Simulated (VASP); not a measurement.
# From one sheet to two: 1T-PtS2 monolayer, part 3 of 6

Aim: relax 1T-PtS2 monolayer, place its levels against the vacuum, then find how two sheets stack and bind.

VASP 6.6.1, plane waves and PAW; the level of theory is named at each step.

So far. Step 3 (A second relaxation): The start already met the threshold, so nothing moved. Step 4 (Vacuum level and density of states): The vacuum level lies 6.51 eV above the highest filled level at the upper face; both faces agree, as the slab has next to no dipole.

## Step 5: The slab in a field, field -0.1

Level of this step: optB86b-vdW; plane waves and PAW (Pt, S) (VASP).

A field across the slab, with the atoms held, gives the electronic response: the dipole changes linearly with the field, and the energy has a linear term from the slab's own dipole and a quadratic one from its polarisability.

File INCAR:

```
SYSTEM = PtS2
PREC = Normal
ENCUT = 350
EDIFF = 1E-06
NELM = 120
ISMEAR = 0
SIGMA = 0.03
LREAL = .FALSE.
ALGO = Fast
GGA = MK
AGGAC = 0
LUSE_VDW = .TRUE.
PARAM1 = 0.1234
PARAM2 = 1
LASPH = .TRUE.
NBANDS = 17
LORBIT = 11
LWAVE = .FALSE.
LCHARG = .FALSE.
KPAR = 4
IDIPOL = 3
LDIPOL = .TRUE.
DIPOL = 0.5 0.5 0.5
EFIELD = -0.1
```

File POSCAR:

```
PtS2
1.0
    3.5376312987      0.0000000000      0.0000000000
   -1.7688156493      3.0636785739      0.0000000000
    0.0000000000      0.0000000000     22.0000000000
Pt S
1 2
Direct
    0.0000000000      0.0000000000      0.5000000000
    0.3333333333      0.6666666667      0.4431445006
    0.6666666667      0.3333333333      0.5568554994
```

File KPOINTS:

```
Automatic mesh
0
Gamma
12 12 1
0 0 0
```

PAW data sets: Pt and S (PBE family, release 64).

Launch:

```sh
$ mpirun -np 4 vasp_std
```

Log:

```text
[... set-up lines as in an earlier step ...]
 entering main loop
       N       E                     dE             d eps       ncg     rms          rms(c)
DAV:   1     0.153714031476E+03    0.15371E+03   -0.63744E+03   646   0.706E+02
DAV:   2     0.400678947971E+01   -0.14971E+03   -0.14115E+03   948   0.160E+02
DAV:   3    -0.110557561611E+02   -0.15063E+02   -0.14912E+02   825   0.638E+01
DAV:   4    -0.113198816750E+02   -0.26413E+00   -0.26369E+00   810   0.994E+00
DAV:   5    -0.113270418307E+02   -0.71602E-02   -0.71591E-02   938   0.157E+00    0.172E+01
RMM:   6    -0.101879740854E+02    0.11391E+01   -0.67726E+00   680   0.147E+01    0.104E+01
RMM:   7    -0.100176851558E+02    0.17029E+00   -0.91916E-01   675   0.632E+00    0.437E+00
RMM:   8    -0.997568196779E+01    0.42003E-01   -0.97431E-02   768   0.211E+00    0.615E-01
RMM:   9    -0.997799128181E+01   -0.23093E-02   -0.43151E-02   780   0.111E+00    0.219E-01
RMM:  10    -0.997749893443E+01    0.49235E-03   -0.65131E-03   830   0.517E-01    0.139E-01
RMM:  11    -0.997764821917E+01   -0.14928E-03   -0.14734E-03   837   0.260E-01    0.783E-02
RMM:  12    -0.997789961684E+01   -0.25140E-03   -0.36933E-04   827   0.134E-01    0.161E-02
RMM:  13    -0.997795075365E+01   -0.51137E-04   -0.11348E-04   934   0.609E-02    0.127E-02
RMM:  14    -0.997803726067E+01   -0.86507E-04   -0.23376E-05   786   0.232E-02    0.810E-03
RMM:  15    -0.997805379366E+01   -0.16533E-04   -0.95877E-06   657   0.104E-02    0.303E-03
RMM:  16    -0.997809729190E+01   -0.43498E-04   -0.10753E-05   677   0.109E-02    0.184E-03
RMM:  17    -0.997815199879E+01   -0.54707E-04   -0.20588E-05   739   0.130E-02    0.307E-03
RMM:  18    -0.997816097735E+01   -0.89786E-05   -0.21470E-06   651   0.523E-03    0.650E-04
RMM:  19    -0.997816753693E+01   -0.65596E-05   -0.16643E-06   603   0.372E-03    0.115E-03
RMM:  20    -0.997816853199E+01   -0.99507E-06   -0.20698E-07   422   0.192E-03
   1 F= -.99781685E+01 E0= -.99781685E+01  d E =-.548693E-14
```

It took 35 s on 4 MPI ranks of Intel Xeon Platinum 8488C (Sapphire Rapids), shared host; peak memory 1.5 GiB.

From OUTCAR (step 5):

```text
   NELECT =      22.0000    total number of electrons

 dipolmoment           0.000000      0.000000     -0.026988 electrons x Angstroem

 E-fermi :  -3.5247

 k-point     1 :       0.0000    0.0000    0.0000
  band No.  band energies     occupation
    ...
      7      -6.5215      2.00000
      8      -4.5168      2.00000
      9      -4.3945      2.00000
     10      -3.8696      2.00000
     11      -3.8696      2.00000
     12      -0.4427      0.00000
     13      -0.4427      0.00000
     14       1.3507      0.00000
     15       1.8575      0.00000
     16       2.3638      0.00000
    ...

Total vdW correction in eV:      3.5428110

  Total        0.0126991      0.0126991     -0.0893690      0.0000000      0.0000000      0.0000000
  in kB        0.0853309      0.0853309     -0.6005082      0.0000000      0.0000000      0.0000000
  external PRESSURE =      -0.1432821 kB  Pullay stress =       0.0000000 kB

 POSITION                                       TOTAL-FORCE (eV/Angst)
 -----------------------------------------------------------------------------------
      0.00000      0.00000     11.00000         0.000000     -0.000000      0.000959
     -0.00000      2.04245      9.74918        -0.000000      0.000000     -0.000517
      1.76882      1.02123     12.25082        -0.000000      0.000000     -0.000442
 -----------------------------------------------------------------------------------
    total drift:                                0.000000      0.000001     -0.000651

  FREE ENERGIE OF THE ION-ELECTRON SYSTEM (eV)
  ---------------------------------------------------
  free  energy   TOTEN  =        -9.9781685320 eV

  energy  without entropy=       -9.9781685320  energy(sigma->0) =       -9.97816853

Total vdW correction in eV:      3.5428052

 vacuum level on the upper side and lower side of the slab         2.813         1.204

[... 8 parts as in an earlier step ...]

[... 9 further parts left out ...]
```

This step gave:

| Property | Result |
| --- | --- |
| electronic cycles | 20 |
| free energy (TOTEN) | -9.978 eV |
| Fermi energy | -3.525 eV |
| dipole moment | 0, 0, -0.02699 e·Å |

VASP counts the dipole in electrons times Å, so a positive number points the physical dipole along −c. A positive EFIELD is likewise a physical field along −c.

Energy at zero smearing: -9.97817 eV.

## Step 6: The slab in a field, field 0.1

Changes to INCAR since step 5:

```diff
@@ -23,2 +23,2 @@
 DIPOL = 0.5 0.5 0.5
-EFIELD = -0.1
+EFIELD = 0.1
```

POSCAR is that of step 5.

KPOINTS is that of step 5.

Launch:

```sh
$ mpirun -np 4 vasp_std
```

Log:

```text
[... set-up lines as in an earlier step ...]
 entering main loop
       N       E                     dE             d eps       ncg     rms          rms(c)
DAV:   1     0.153733337130E+03    0.15373E+03   -0.63742E+03   646   0.706E+02
DAV:   2     0.428575485275E+01   -0.14945E+03   -0.14076E+03   961   0.160E+02
DAV:   3    -0.110676860129E+02   -0.15353E+02   -0.15244E+02   850   0.641E+01
DAV:   4    -0.113202984188E+02   -0.25261E+00   -0.25228E+00   825   0.979E+00
[...]
RMM:  20    -0.997816890823E+01   -0.13268E-05   -0.20268E-07   428   0.195E-03    0.518E-04
RMM:  21    -0.997817030063E+01   -0.13924E-05   -0.16568E-07   463   0.193E-03    0.480E-04
RMM:  22    -0.997817032717E+01   -0.26535E-07   -0.36449E-08   337   0.119E-03
   1 F= -.99781703E+01 E0= -.99781703E+01  d E =-.718556E-14
```

Elapsed: 39 s, on 4 MPI ranks; peak memory 1.5 GiB.

From OUTCAR (step 6):

```text
  Total        0.0121596      0.0121596     -0.0900731      0.0000000      0.0000000      0.0000000
  in kB        0.0817056      0.0817056     -0.6052394      0.0000000      0.0000000      0.0000000
  external PRESSURE =      -0.1472761 kB  Pullay stress =       0.0000000 kB

 POSITION                                       TOTAL-FORCE (eV/Angst)
 -----------------------------------------------------------------------------------
      0.00000      0.00000     11.00000         0.000000     -0.000000     -0.000956
     -0.00000      2.04245      9.74918        -0.000000      0.000000      0.000657
      1.76882      1.02123     12.25082         0.000000     -0.000000      0.000299
 -----------------------------------------------------------------------------------
    total drift:                               -0.000000     -0.000001      0.000274

  FREE ENERGIE OF THE ION-ELECTRON SYSTEM (eV)
  ---------------------------------------------------
  free  energy   TOTEN  =        -9.9781703272 eV

  energy  without entropy=       -9.9781703272  energy(sigma->0) =       -9.97817033

[... 2 parts as in an earlier step ...]

[... 1 further part left out ...]
[key lines of the parts left out:]
E-fermi :  -3.5255
```

Numbers from this step:

* electronic cycles: 22
* Fermi energy: -3.526 eV
* dipole moment: 0, 0, 0.02706 e·Å
* gap on the k-mesh: 1.801 eV

Energy at zero smearing: -9.97817 eV.

## Step 7: With spin-orbit coupling

This step: optB86b-vdW, spin-orbit coupling; plane waves and PAW (Pt, S) (VASP 6.6.1).

For heavy elements spin-orbit coupling shifts the highest filled levels.

Changes to INCAR since step 6:

```diff
@@ -15,4 +15,8 @@
 LASPH = .TRUE.
-NBANDS = 17
-LORBIT = 11
+LNONCOLLINEAR = .TRUE.
+MAGMOM = 0 0 0 0 0 0 0 0 0
+NBANDS = 34
+GGA_COMPAT = .FALSE.
+LSORBIT = .TRUE.
+LMAXMIX = 4
 LWAVE = .FALSE.
@@ -23,2 +27 @@
 DIPOL = 0.5 0.5 0.5
-EFIELD = 0.1
```

POSCAR is that of step 6.

KPOINTS is that of step 6.

File KPOINTS_OPT:

```
Line mode
14
Line-mode
Reciprocal
  0.00000000   0.00000000   0.00000000 GAMMA
  0.50000000   0.00000000   0.00000000 M

  0.50000000   0.00000000   0.00000000 M
  0.33333333   0.33333333   0.00000000 K

  0.33333333   0.33333333   0.00000000 K
  0.00000000   0.00000000   0.00000000 GAMMA
```

Launch:

```sh
$ mpirun -np 4 vasp_ncl
```

Log:

```text
[... set-up lines as in an earlier step ...]
 entering main loop
       N       E                     dE             d eps       ncg     rms          rms(c)
DAV:   1     0.155782253159E+03    0.15578E+03   -0.60288E+03  1300   0.702E+02
DAV:   2     0.781748079260E+01   -0.14796E+03   -0.13628E+03  1946   0.166E+02
DAV:   3    -0.112660432043E+02   -0.19084E+02   -0.18707E+02  1640   0.683E+01
DAV:   4    -0.117463173911E+02   -0.48027E+00   -0.47813E+00  1696   0.124E+01
DAV:   5    -0.117566596752E+02   -0.10342E-01   -0.10335E-01  1724   0.176E+00    0.191E+01
RMM:   6    -0.105674660177E+02    0.11892E+01   -0.70852E+00  1369   0.150E+01    0.116E+01
RMM:   7    -0.103920521989E+02    0.17541E+00   -0.84608E-01  1363   0.614E+00    0.571E+00
RMM:   8    -0.103693365757E+02    0.22716E-01   -0.48876E-02  1503   0.158E+00    0.195E+00
RMM:   9    -0.103639536994E+02    0.53829E-02   -0.38961E-02  1572   0.114E+00    0.285E-01
RMM:  10    -0.103650189478E+02   -0.10652E-02   -0.77415E-03  1782   0.489E-01    0.144E-01
RMM:  11    -0.103652655706E+02   -0.24662E-03   -0.10015E-03  1721   0.191E-01    0.619E-02
RMM:  12    -0.103654149507E+02   -0.14938E-03   -0.19990E-04  1586   0.895E-02    0.361E-02
RMM:  13    -0.103654394532E+02   -0.24503E-04   -0.58807E-05  1700   0.445E-02    0.174E-02
RMM:  14    -0.103654980690E+02   -0.58616E-04   -0.24290E-05  1676   0.241E-02    0.817E-03
RMM:  15    -0.103655181254E+02   -0.20056E-04   -0.72946E-06  1446   0.111E-02    0.248E-03
RMM:  16    -0.103655413059E+02   -0.23181E-04   -0.40433E-06  1345   0.795E-03    0.213E-03
RMM:  17    -0.103655985369E+02   -0.57231E-04   -0.13557E-05  1567   0.123E-02    0.191E-03
RMM:  18    -0.103656345824E+02   -0.36046E-04   -0.66855E-06  1514   0.103E-02    0.106E-03
RMM:  19    -0.103656629307E+02   -0.28348E-04   -0.94863E-06  1562   0.997E-03    0.853E-04
RMM:  20    -0.103656650889E+02   -0.21583E-05   -0.34445E-07  1176   0.317E-03    0.663E-04
RMM:  21    -0.103656681412E+02   -0.30522E-05   -0.51577E-07  1239   0.275E-03    0.327E-04
RMM:  22    -0.103656691166E+02   -0.97545E-06   -0.14742E-07   942   0.173E-03
   1 F= -.10365669E+02 E0= -.10365669E+02  d E =-.163111E-16  mag=     0.0000    -0.0000     0.0000
 Start KPOINTS_OPT (optional k-point list driver)
k-point batch [1-19\42]
       N       E                     dE             ncg
DAV:   1    -0.312369895685E+03   -0.70577E+04     1316
DAV:   2    -0.315006702846E+04   -0.28377E+04     1900
DAV:   3    -0.349345260893E+04   -0.34339E+03     1674
DAV:   4    -0.350113515444E+04   -0.76825E+01     1598
DAV:   5    -0.350129496640E+04   -0.15981E+00     1750
DAV:   6    -0.350129986906E+04   -0.49027E-02     1722
DAV:   7    -0.350130003551E+04   -0.16645E-03     1768
DAV:   8    -0.350130004597E+04   -0.10466E-04     1624
DAV:   9    -0.350130004615E+04   -0.17335E-06     1168
[...]
k-point batch [39-42\42]
       N       E                     dE             ncg
DAV:   1     0.756906110184E+04   -0.22451E+03      320
DAV:   2     0.706341597392E+04   -0.50565E+03      340
DAV:   3     0.699431465857E+04   -0.69101E+02      366
DAV:   4     0.699232755930E+04   -0.19871E+01      352
DAV:   5     0.699226699358E+04   -0.60566E-01      384
DAV:   6     0.699226407507E+04   -0.29185E-02      400
DAV:   7     0.699226403859E+04   -0.36481E-04      392
DAV:   8     0.699226403832E+04   -0.27272E-06      326
```

Elapsed: 1.9 min, on 4 MPI ranks; peak memory 2.5 GiB.

From OUTCAR (step 7):

```text
   k-points           NKPTS =     19   k-points in BZ     NKDIM =     19   number of bands    NBANDS=     34

   NELECT =      22.0000    total number of electrons

 dipolmoment           0.000000      0.000000     -0.000000 electrons x Angstroem

 E-fermi :  -3.4284

 k-point     1 :       0.0000    0.0000    0.0000
  band No.  band energies     occupation
    ...
     18      -4.4133      1.00000
     19      -3.9831      1.00000
     20      -3.9831      1.00000
     21      -3.7793      1.00000
     22      -3.7793      1.00000
     23      -0.5643      0.00000
     24      -0.5643      0.00000
     25      -0.3220      0.00000
     26      -0.3220      0.00000
     27       1.4070      0.00000
    ...

Total vdW correction in eV:      3.5419748

  Total        0.0699367      0.0699367      0.0124169      0.0000000      0.0000000      0.0000000
  in kB        0.4699344      0.4699344      0.0834343      0.0000000      0.0000000      0.0000000
  external PRESSURE =       0.3411010 kB  Pullay stress =       0.0000000 kB

 POSITION                                       TOTAL-FORCE (eV/Angst)
 -----------------------------------------------------------------------------------
      0.00000      0.00000     11.00000        -0.000000      0.000000      0.000000
     -0.00000      2.04245      9.74918        -0.000000      0.000000     -0.039354
      1.76882      1.02123     12.25082         0.000000     -0.000000      0.039354
 -----------------------------------------------------------------------------------
    total drift:                               -0.000000      0.000000      0.000000

  FREE ENERGIE OF THE ION-ELECTRON SYSTEM (eV)
  ---------------------------------------------------
  free  energy   TOTEN  =       -10.3656691166 eV

  energy  without entropy=      -10.3656691166  energy(sigma->0) =      -10.36566912

Total vdW correction in eV:      3.5419691

 vacuum level on the upper side and lower side of the slab         1.702         1.702

 Spin-Orbit-Coupling matrix elements
 Ion:    1  E_soc:     -0.7755321
 Ion:    2  E_soc:      0.0008656
 Ion:    3  E_soc:      0.0008656

[... 7 parts as in an earlier step ...]

[... 8 further parts left out ...]
```

This step gave:

```yaml
free_energy_toten: -10.37 eV
fermi_energy: -3.428 eV
least_gap_on_mesh_and_path: 1.735 eV
least_direct_gap_on_mesh_and_path: 1.817 eV
dipole_moment: 0, 0, 0 e·Å
```

On-site spin-orbit energy by atom:

| atom | on-site spin-orbit energy (eV) |
| --- | --- |
| Pt1 | -0.776 |
| S2 | 0.001 |
| S3 | 0.001 |

The electronic bands at the labelled points (eV, zero at the valence-band top; v1 is the highest filled band, c1 the lowest empty one):

```csv
point,v4,v3,v2,v1,c1,c2,c3,c4
Γ,-0.39,-0.39,-0.18,-0.18,3.03,3.03,3.27,3.27
0.46 of the way,-0.32,-0.32,-0.08,-0.08,1.73,1.73,2.74,2.74
M,-1.50,-1.50,-1.48,-1.48,2.75,2.75,3.00,3.00
0.46 of the way,-1.20,-1.20,-0.79,-0.79,2.26,2.26,2.66,2.66
K,-0.85,-0.85,-0.64,-0.64,2.06,2.06,2.15,2.15
0.46 of the way,-0.71,-0.71,-0.02,-0.02,1.94,1.94,2.26,2.26
Γ,-0.39,-0.39,-0.18,-0.18,3.03,3.03,3.27,3.27
```

On this path the gap is indirect, 1.73 eV, with the valence top between Γ and M and the conduction bottom between Γ and M. The least direct gap is 1.82 eV.

## Step 8: A rigid stacking

This step: optB86b-vdW; plane waves and PAW (Pt, S) (VASP 6.6.1).

System of this step: bilayer of 1T-PtS2 monolayer. The cell holds 6 atoms: 2 Pt and 4 S. Its edges and angles: a = 3.538 Å, b = 3.538 Å, c = 25.103 Å, α = 90.0°, β = 90.0°, γ = 120.0°. upper sheet same orientation, shifted by (0.00, 0.00). Vacuum lies along c.

Two rigid sheets are set at a typed distance in several high-symmetry stackings, to find where to start. The upper sheet is shifted or turned in the plane and never flipped over.

File INCAR:

```
SYSTEM = PtS2
PREC = Normal
ENCUT = 350
EDIFF = 1E-05
NELM = 120
ISMEAR = 0
SIGMA = 0.03
LREAL = .FALSE.
ALGO = Fast
GGA = MK
AGGAC = 0
LUSE_VDW = .TRUE.
PARAM1 = 0.1234
PARAM2 = 1
LASPH = .TRUE.
NBANDS = 28
LORBIT = 11
LWAVE = .FALSE.
LCHARG = .FALSE.
KPAR = 4
IDIPOL = 3
LDIPOL = .TRUE.
DIPOL = 0.5 0.5 0.5
```

File POSCAR:

```
PtS2
1.0
    3.5376312987      0.0000000000      0.0000000000
   -1.7688156493      3.0636785739      0.0000000000
    0.0000000000      0.0000000000     25.1032839472
Pt S
2 4
Direct
    0.0000000000      0.0000000000      0.3884281000
    0.0000000000      0.0000000000      0.6115719000
    0.3333333300      0.6666666700      0.3386011200
    0.6666666700      0.3333333300      0.4382550900
    0.3333333300      0.6666666700      0.5617449100
    0.6666666700      0.3333333300      0.6613988800
```

KPOINTS is that of step 7.

Launch:

```sh
$ mpirun -np 4 vasp_std
```

Log:

```text
[banner, memory and clock lines left out]
running    4 mpi-ranks, on    1 nodes
 distrk:  each k-point on    1 cores,    4 groups
 distr:  one band on    1 cores,    1 groups

 POSCAR found type information on POSCAR PtS
 POSCAR found :  2 types and       6 ions
 [... a notice as in an earlier step ...]

 [... a notice as in an earlier step ...]

 LDA part: xc-table for (Slater+PW92), standard interpolation
 POSCAR, INCAR and KPOINTS ok, starting setup
 FFT: planning ... GRIDC
 FFT: planning ... GRID_SOFT
 FFT: planning ... GRID
 WAVECAR not read
 entering main loop
       N       E                     dE             d eps       ncg     rms          rms(c)
DAV:   1     0.285879681710E+03    0.28588E+03   -0.14414E+04  1064   0.929E+02
DAV:   2     0.570205074720E+01   -0.28018E+03   -0.27056E+03  1496   0.213E+02
DAV:   3    -0.219991448743E+02   -0.27701E+02   -0.26860E+02  1292   0.734E+01
DAV:   4    -0.228565598669E+02   -0.85741E+00   -0.84891E+00  1396   0.139E+01
DAV:   5    -0.228764460915E+02   -0.19886E-01   -0.19878E-01  1336   0.217E+00    0.245E+01
RMM:   6    -0.206035942909E+02    0.22729E+01   -0.14661E+01  1091   0.183E+01    0.147E+01
RMM:   7    -0.202733109251E+02    0.33028E+00   -0.19986E+00  1069   0.806E+00    0.612E+00
RMM:   8    -0.201904456906E+02    0.82865E-01   -0.20112E-01  1149   0.261E+00    0.930E-01
RMM:   9    -0.201959862329E+02   -0.55405E-02   -0.11165E-01  1185   0.147E+00    0.322E-01
RMM:  10    -0.201957353784E+02    0.25085E-03   -0.13567E-02  1219   0.688E-01    0.226E-01
RMM:  11    -0.201960550497E+02   -0.31967E-03   -0.40062E-03  1442   0.312E-01    0.140E-01
RMM:  12    -0.201959581762E+02    0.96873E-04   -0.86927E-04  1159   0.154E-01    0.882E-02
RMM:  13    -0.201959634620E+02   -0.52857E-05   -0.15296E-04  1226   0.651E-02    0.610E-02
RMM:  14    -0.201959655217E+02   -0.20597E-05   -0.28320E-05   830   0.303E-02
   1 F= -.20195966E+02 E0= -.20195966E+02  d E =-.910447E-22
```

Wall time 33 s (4 MPI ranks); peak memory 1.6 GiB; 2.2 min of CPU time.

OUTCAR, selected parts (step 8):

```text
   k-points           NKPTS =     19   k-points in BZ     NKDIM =     19   number of bands    NBANDS=     28

   ENCUT  =  350.0 eV  25.72 Ry    5.07 a.u.   5.40  5.40 38.29*2*pi/ulx,y,z

   NELECT =      44.0000    total number of electrons

 E-fermi :  -0.9507

 k-point     1 :       0.0000    0.0000    0.0000
  band No.  band energies     occupation
    ...
     18      -1.7795      2.00000
     19      -1.7795      2.00000
     20      -1.7315      2.00000
     21      -1.7315      2.00000
     22      -1.6125      2.00000
     23       1.6127      0.00000
     24       1.6127      0.00000
     25       1.7264      0.00000
     26       1.7264      0.00000
     27       3.7316      0.00000
    ...

Total vdW correction in eV:      6.7130862

  Total        0.3075112      0.3075112     -0.5403710      0.0000000      0.0000000      0.0000000
  in kB        1.8108616      1.8108616     -3.1821181      0.0000000      0.0000000      0.0000000
  external PRESSURE =       0.1465350 kB  Pullay stress =       0.0000000 kB

 POSITION                                       TOTAL-FORCE (eV/Angst)
 -----------------------------------------------------------------------------------
      0.00000      0.00000      9.75082         0.000000     -0.000000      0.087300
      0.00000      0.00000     15.35246         0.000000      0.000000     -0.087300
     -0.00000      2.04245      8.50000        -0.000000      0.000000     -0.029921
      1.76882      1.02123     11.00164        -0.000000      0.000000      0.037371
     -0.00000      2.04245     14.10164         0.000000     -0.000000     -0.037371
      1.76882      1.02123     16.60328         0.000000     -0.000000      0.029921
 -----------------------------------------------------------------------------------
    total drift:                               -0.000000      0.000000      0.000000

  FREE ENERGIE OF THE ION-ELECTRON SYSTEM (eV)
  ---------------------------------------------------
  free  energy   TOTEN  =       -20.1959655217 eV

  energy  without entropy=      -20.1959655217  energy(sigma->0) =      -20.19596552

Total vdW correction in eV:      6.7128051

 vacuum level on the upper side and lower side of the slab         4.263         4.263

[... 3 parts as in an earlier step ...]

[... 13 further parts left out ...]
```

This step gave:

```yaml
electronic_cycles: 14
electrons: 44
free_energy_toten: -20.20 eV
fermi_energy: -0.9507 eV
gap_on_the_k_mesh: 1.243 eV
least_direct_gap_on_the_k_mesh: 1.533 eV
```

Force by atom:

```
atom  x (eV/Å)  y (eV/Å)  z (eV/Å)    size
 Pt1    0.0000    0.0000    0.0873  0.0873
 Pt2    0.0000    0.0000   -0.0873  0.0873
  S3    0.0000    0.0000   -0.0299  0.0299
  S4    0.0000    0.0000    0.0374  0.0374
  S5    0.0000    0.0000   -0.0374  0.0374
  S6    0.0000    0.0000    0.0299  0.0299
```

Energy at zero smearing: -20.19597 eV.

(Part 3 of 6 ends here.)

[Lines on the potential files, build, host, timing and source positions are cut from VASP's logs without a mark.]

[Logs are printed without paths, hosts, clocks, repeated set-up lines and the standing remarks that a program may print on its own settings, such as how far it seeks lower states.]

[Hosts, paths, dates, database ids (printed as entryN), source tags and the programs' standing remarks are cut or masked in the printed files.]

[Runs that stopped without an error message from VASP are left out.]
